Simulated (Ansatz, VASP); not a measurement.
# AlBPN: VASP beside Ansatz, part 3 of 3

Wanted: the spread between two codes on one cell, functional and k mesh. The cell is generated by rule, not measured, and may not be a known phase. The cell is taken from a series of runs on this material, whose earlier steps may have relaxed, scaled, displaced or heated it; both programs get it as it stands.

VASP 6.6.1 and Ansatz 0.2.0.

So far: Starting point; Ansatz: relaxation of cell and atoms, LDA, pair 1; VASP: relaxation of cell and atoms, LDA, pair 1; Comparison; VASP: relaxation of cell and atoms, LDA, pair 2; Ansatz: relaxation of cell and atoms, LDA, pair 2.

### 8. Ansatz: relaxation of cell and atoms, LDA, pair 3

Level of this step: Ansatz beside VASP: Kohn-Sham DFT, plane waves, LDA (Ansatz).

The relaxed volume is the usual yardstick between codes: in a stiff, nearly cubic crystal its relative difference is about their pressure difference at one cell divided by the bulk modulus. Its start cell is another than that of the pair before, and may be another structure of the material.

The cell is taken from a series of runs on this material, whose earlier steps may have relaxed, scaled, displaced or heated it; both programs get it as it stands.

Contents of input.yaml:

```yaml
crystal:
  lattice:
    - [3.3220417605, 0.0, 0.0]
    - [0.0, 3.1727661068, 0.0]
    - [-1.5614046234, 0.0, 9.2771579451]
  atoms:
    - { symbol: Al, position: [0.9563419984, 0.0, 0.4694211862] }
    - { symbol: Al, position: [0.3524531708, 0.5, 0.2479570957] }
    - { symbol: B, position: [0.2126938497, 0.0, 0.9987474805] }
    - { symbol: B, position: [0.5917316933, 0.5, 0.7585725166] }
    - { symbol: "N", position: [0.9044163288, 0.5, 0.3597176416] }
    - { symbol: "N", position: [0.3015203118, 0.0, 0.1461274517] }
    - { symbol: P, position: [0.1477632893, 0.5, 0.8792772396] }
    - { symbol: P, position: [0.5366734245, 0.0, 0.6401793883] }
kpoints:
  mp_grid: { grid: [10, 10, 4] }
hamiltonian:
  xc: lda
scf:
  occupations: { method: methfessel_paxton, width: 0.15 }
output:
  forces: true
  stress: true
  eigenvalues: true
relax:
  adjacent_minimum: "off"
  f_tol: 0.001
  max_steps: 60
  cell: { stress_tol: 0.01 }
```

Command:

```console
$ ansatz run input.yaml --threads 8 --pin off --max-ram 14336MiB --backend cpu --events-out ev --progress --plain --runs-dir out
```

Numbers of over 12 decimals in the logs are rounded to 6 here.

Output:

```text
[...]
Crystal: 8 atoms, lattice volume = 97.782 Å³
Basis set: ecut = 420 eV, 1941 PW (Γ)
Bands: 24, of which v1, the nominal top of the filled ones, is band 16 counted from 1 (15 counted from 0)
Symmetry: 2 space group operations
[...]
k-points: 132 of 400 (time reversal used)
[...]
- [-1.598542, -9.227929903263647e-19, 9.285486]
  atoms:
    - { symbol: Al, position: [0.954545, 0, 0.469438] }
    - { symbol: Al, position: [0.345572, 0.5, 0.248014] }
    - { symbol: B, position: [0.217044, 0, 0.998700] }
    - { symbol: B, position: [0.596738, 0.5, 0.758528] }
    - { symbol: N, position: [0.900444, 0.5, 0.359756] }
    - { symbol: N, position: [0.294665, 0, 0.146201] }
    - { symbol: P, position: [0.155970, 0.5, 0.879208] }
    - { symbol: P, position: [0.538617, 0, 0.640156] }
[key lines of the parts left out:]
SCF converged after 6 iterations
Free energy (F): -3530.715447 eV
Fermi energy:    8.277103 eV
P = ⅓ Tr σ = 0.0005 GPa (0.005 kbar)
```

### 9. VASP: relaxation of cell and atoms, LDA, pair 3

The same cell, functional (in two slightly different forms), mesh and smearing now go to VASP, with its own data sets.

Contents of INCAR:

```
SYSTEM = AlBPN
PREC = Accurate
ENCUT = 600
EDIFF = 1E-07
NELM = 120
ISMEAR = 1
SIGMA = 0.15
LREAL = .FALSE.
ALGO = Normal
GGA = CA
NBANDS = 24
LORBIT = 11
LWAVE = .FALSE.
LCHARG = .FALSE.
ISIF = 3
IBRION = 2
NSW = 80
EDIFFG = -0.005
LASPH = .TRUE.
GGA_COMPAT = .FALSE.
NELMIN = 4
EFERMI = MIDGAP
KPAR = 2
```

Contents of POSCAR:

```
AlBPN
1.0
    3.3220420000      0.0000000000      0.0000000000
    0.0000000000      3.1727660000      0.0000000000
   -1.5614050000      0.0000000000      9.2771580000
Al B N P
2 2 2 2
Direct
    0.9563420634      0.0000000000      0.4694211309
    0.3524532270      0.5000000000      0.2479570791
    0.2126939634      0.0000000000      0.9987474612
    0.5917318038      0.5000000000      0.7585725068
    0.9044162769      0.5000000000      0.3597175989
    0.3015202868      0.0000000000      0.1461274024
    0.1477633031      0.5000000000      0.8792772528
    0.5366732996      0.0000000000      0.6401793523
```

Contents of KPOINTS:

```
Automatic mesh
0
Gamma
10 10 4
0 0 0
```

PAW data sets: Al, B, N and P (LDA family, release 64).

Command:

```console
$ mpirun -np 2 vasp_std
```

Output:

```text
[... set-up lines as in an earlier step ...]
 entering main loop
       N       E                     dE             d eps       ncg     rms          rms(c)
DAV:   1     0.110227687695E+03    0.11023E+03   -0.15325E+04  6336   0.131E+03
DAV:   2    -0.560736258934E+02   -0.16630E+03   -0.15540E+03  8344   0.224E+02
DAV:   3    -0.660604201529E+02   -0.99868E+01   -0.98739E+01  8424   0.569E+01
DAV:   4    -0.661907102526E+02   -0.13029E+00   -0.13018E+00  7992   0.737E+00
[...]
DAV:  13    -0.593676007028E+02   -0.44228E-05   -0.21321E-05  8024   0.281E-02    0.113E-02
DAV:  14    -0.593676002273E+02    0.47548E-06   -0.42098E-06  8248   0.125E-02    0.374E-03
DAV:  15    -0.593676002396E+02   -0.12280E-07   -0.36914E-07  8056   0.366E-03
   1 F= -.59367600E+02 E0= -.59367935E+02  d E =-.593676E+02
[... from here on, the cycles between the ionic steps are left out ...]
   2 F= -.59367566E+02 E0= -.59367903E+02  d E =0.338048E-04
   3 F= -.59367698E+02 E0= -.59368033E+02  d E =-.975867E-04
   4 F= -.59367674E+02 E0= -.59368018E+02  d E =0.234599E-04
   5 F= -.59367723E+02 E0= -.59368062E+02  d E =-.256151E-04
   6 F= -.59367750E+02 E0= -.59368088E+02  d E =-.261468E-04
   7 F= -.59367755E+02 E0= -.59368094E+02  d E =-.317797E-04
   8 F= -.59367762E+02 E0= -.59368098E+02  d E =-.680446E-05
 trial-energy change:   -0.000007  1 .order   -0.000007   -0.000017    0.000002
 step:   0.7952(harm=  0.8164)  dis= 0.00043  next Energy=   -59.367762 (dE=-0.692E-05)
 reached required accuracy - stopping structural energy minimisation
```

From OUTCAR (step 9):

```text
  Total       -0.0005368     -0.0071208      0.0070564      0.0000000      0.0000000      0.0004517
  in kB       -0.0087891     -0.1165913      0.1155368      0.0000000      0.0000000      0.0073964
  external PRESSURE =      -0.0032812 kB  Pullay stress =       0.0000000 kB

 POSITION                                       TOTAL-FORCE (eV/Angst)
 -----------------------------------------------------------------------------------
      2.44298      0.00000      4.35947         0.000758      0.000000     -0.002913
      0.78309      1.58688      2.30150        -0.000678      0.000000      0.001224
     -0.85418      0.00000      9.26856         0.000993      0.000000      0.001109
      0.78005      1.58688      7.04149         0.000406      0.000000     -0.001457
      2.44205      1.58688      3.33945        -0.000876      0.000000     -0.000803
      0.77308      0.00000      1.35394        -0.001407      0.000000     -0.002744
     -0.88305      1.58688      8.16112         0.000555      0.000000      0.003622
      0.78249      0.00000      5.94413         0.000248      0.000000      0.001963
 -----------------------------------------------------------------------------------
    total drift:                                0.000281      0.000000     -0.000313

  FREE ENERGIE OF THE ION-ELECTRON SYSTEM (eV)
  ---------------------------------------------------
  free  energy   TOTEN  =       -59.3677620255 eV

  energy  without entropy=      -59.3687704282  energy(sigma->0) =      -59.36809816

[... 1 part as in an earlier step ...]

[... 3 further parts left out ...]
[key lines of the parts left out:]
E-fermi :   7.0645
```

The gap is under twice the smearing width, so the edge states are partly filled and the run can't tell a small gap from a semimetal. The run keeps the 2 symmetry operations of its start, so it cannot find a distortion of lower symmetry.

### 10. Side by side

Compared:

| quantity | Ansatz | VASP | difference |
| --- | --- | --- | --- |
| volume (Å³) | 97.81 | 97.85 | -0.05 % |
| edge a after relaxation, in the typed setting (Å) | 3.322 | 3.321 | +0.02 % |
| edge b after relaxation, in the typed setting (Å) | 3.173 | 3.174 | -0.03 % |
| edge c after relaxation, in the typed setting (Å) | 9.422 | 9.413 | +0.09 % |

### 11. Results

| Property | Result |
| --- | --- |
| difference in volume (relaxation of cell and atoms, LDA, pair 1) | -0.092 % |
| difference in volume (relaxation of cell and atoms, LDA, pair 2) | -0.091 % |
| difference in edge c after relaxation, in the typed setting (relaxation of cell and atoms, LDA, pair 3) | 0.095 % |

What this shows: The difference in edge c after relaxation, in the typed setting is 0.095 % (relaxation of cell and atoms, LDA, pair 3), within the 1.2 % picked in this series as the mark of a large difference, as far as the stopping tolerances let one tell. 1 further run of this series is not shown here. How closely two codes agree says nothing of how well the functional describes the real material.

[Lines on the potential files, build, host, timing and source positions are cut from VASP's logs without a mark.]

[Logs are printed without paths, hosts, clocks, repeated set-up lines and the standing remarks that a program may print on its own settings, such as how far it seeks lower states.]

[Hosts, paths, dates, database ids (printed as entryN), source tags and the programs' standing remarks are cut or masked in the printed files.]
